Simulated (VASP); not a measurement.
Consider the following.

```yaml
crystal:
  lattice:
    - [0.00000, 2.51046, 2.51046]
    - [2.51046, 0.00000, 2.51046]
    - [2.51046, 2.51046, 0.00000]
  atoms:
    - { symbol: Hf, position: [0.00000, 0.00000, 0.00000] }
    - { symbol: O, position: [0.25000, 0.25000, 0.25000] }
    - { symbol: O, position: [0.75000, 0.75000, 0.75000] }
```

Calculation: PBEsol GGA, VASP's PBE PAW potentials (set 64) (plane waves; VASP). Numerical set-up: 520 eV cut-off, Gaussian smearing of 0.050 eV, potentials Hf_pv O.

Unless said otherwise, spin-orbit coupling is left out, though it shifts the bands of the heavy elements here.

### Question
Predict the band gap (along the path) with the smallest direct gap where there is one.

### Answer

The band gap (along the path) is 3.75 eV and the smallest direct gap (along the path) comes out as 3.75 eV.

The compound is HfO2 in the fluorite structure, the high-temperature cubic form, which is unstable at 0 K; the monoclinic form is the stable one. It was relaxed first.
